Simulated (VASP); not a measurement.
Input for VASP

### POSCAR
```
Mg3Sb2
1.0
  2.2879578769  -3.9628594488   0.0000000000
  2.2879578769   3.9628594488   0.0000000000
  0.0000000000   0.0000000000   7.1396533510
Mg Sb
3 2
Cart
  2.2879578769  -3.9628594488   0.0000000000
  2.2879578769   1.3209557915   4.5255944768
  2.2879578769  -1.3209557915   2.6140588742
  2.2879578769   1.3209557915   1.6025822256
  2.2879578769  -1.3209557915   5.5370711254
```

File KPOINTS:
```
Regular mesh
0
G
 5 5 3
0 0 0
```

**INCAR**
```
SYSTEM  =  Mg3Sb2
PREC  =  Accurate; ENCUT  =  520; LREAL  =  F
LASPH  =  T
EDIFF  =  1E-6; NELM  =  100; ALGO  =  Normal
LMAXMIX  =  4
ISMEAR  =  0; SIGMA  =  0.05
GGA  =  MK; LUSE_VDW  =  T; AGGAC  =  0.0
PARAM1  =  0.1234568; PARAM2  =  0.7114; ZAB_VDW  =  -1.8867
IBRION  =  2; NSW  =  60; ISIF  =  3
EDIFFG  =  -0.02
LWAVE  =  F; LCHARG  =  F
```

POTCAR, in this order: Mg Sb (PBE.64 set). Program: vasp_std.

Translate this rev-vdW-DF2 calculation to Quantum ESPRESSO's pw.x.

One equivalent input (not run):
```
&CONTROL
  calculation = 'vc-relax'
  pseudo_dir = './pseudo'
  outdir = './out'
  tprnfor = .true.
  tstress = .true.
  nstep = 60
  forc_conv_thr = 0.00078
/
&SYSTEM
  ibrav = 0
  nat = 5
  ntyp = 2
  ecutwfc = 84
  occupations = 'smearing'
  smearing = 'gaussian'
  degauss = 0.003675
  input_dft = 'vdw-df2-b86r'
/
&ELECTRONS
  conv_thr = 7.3e-08
  electron_maxstep = 100
/
&IONS
/
&CELL
/
ATOMIC_SPECIES
  Mg 24.305 Mg.upf
  Sb 121.760 Sb.upf
CELL_PARAMETERS angstrom
     2.2879579   -3.9628594   -0.0000000
     2.2879579    3.9628594    0.0000000
     0.0000000   -0.0000000    7.1396534
ATOMIC_POSITIONS crystal
  Mg   1.0000000  0.0000000  0.0000000
  Mg   0.3333330  0.6666670  0.6338675
  Mg   0.6666670  0.3333330  0.3661325
  Sb   0.3333330  0.6666670  0.2244622
  Sb   0.6666670  0.3333330  0.7755378
K_POINTS automatic
  5 5 3 0 0 0
```
Limits of the translation: the potentials are each code's own (VASP's PAW set, PseudoDojo norm-conserving files in pw.x), so ENCUT and ecutwfc are chosen apart and not converted; conv_thr bounds pw.x's estimated SCF error, while EDIFF bounds the energy change between steps; forc_conv_thr acts on force components and is met together with etot_conv_thr.

The compound is Mg3Sb2 in the a-la2o3 structure. This run relaxes it. Symmetry was kept, so distortions that lower it aren't found.
